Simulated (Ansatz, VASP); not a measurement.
## Two plane-wave programs on Ca2Zr

```
Ca Zr
1.0
     0.00000    3.28876    3.28876
     3.28876    0.00000    3.28876
     3.28876    3.28876    0.00000
Ca Zr
2 1
Direct
  0.25000 0.25000 0.25000
  0.75000 0.75000 0.75000
  0.00000 0.00000 0.00000
```

Alike in both runs: task single point; functional PBE; k mesh 6 × 6 × 6; occupations gaussian, width 0.1 eV; no spin polarisation.

```csv
,VASP,Ansatz
version,VASP 6.6.1,Ansatz 0.2.0
potentials or method,"VASP PAW PBE potentials, release 64 (Ca_sv, Zr_sv)","scalar-relativistic, plane waves, PAW"
plane-wave cutoff (eV),520,420
valence electrons in the cell,32,32
```

VASP gave:

| Quantity | Value |
| --- | --- |
| gap on the k mesh at the Fermi level (eV) | none |
| pressure (GPa) | 23.1 |

Question: Estimate Ansatz's values.

Answer: gap on the k mesh at the Fermi level (eV): none; pressure (GPa): 22.9.

A gap of «none» marks a metal or a gap that the smearing closes.

Caveats: so large a pressure means that the cell lies far from this level's equilibrium, or that cutoff or potentials fall short (VASP).
